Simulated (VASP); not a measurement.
```
CELL_PARAMETERS angstrom
     -2.93656     2.93656     1.59708
      2.93656    -2.93656     1.59708
      2.93656     2.93656    -1.59708
ATOMIC_POSITIONS crystal
  Sn 0.75000 0.25000 0.50000
  Sn 0.00000 0.00000 0.00000
```

Method: r2SCAN meta-GGA, VASP's PBE PAW potentials (set 64) (plane waves; VASP). Settings: 400 eV cut-off, 14×14×14 Γ-centred mesh, tetrahedra with Blöchl corrections, potentials Sn_d.

Q: Give the energies of bands 11 to 17 at the high-symmetry points, in eV from the Fermi level.

A: 
| band | Γ | X | M | Z | P | N |
|---|---|---|---|---|---|---|
| 11 | -11.55 | -9.22 | -7.84 | -6.72 | -6.16 | -7.15 |
| 12 | -3.71 | -9.22 | -7.84 | -5.75 | -6.16 | -5.57 |
| 13 | -2.12 | 0.55 | -4.95 | -3.15 | -3.67 | -2.34 |
| 14 | -2.12 | 0.55 | -4.95 | -3.00 | -3.67 | -1.84 |
| 15 | 3.38 | 1.77 | 5.33 | -3.00 | 3.66 | -1.24 |
| 16 | 6.47 | 1.77 | 5.33 | 3.23 | 3.66 | 2.54 |
| 17 | 6.47 | 6.38 | 9.78 | 5.87 | 4.19 | 2.99 |

It has no gap at this level: it comes out as a metal or semimetal.

The structure comes from a computed database's Sn entry (I4_1/amd); how it stands against other phases isn't given here. It was relaxed first.
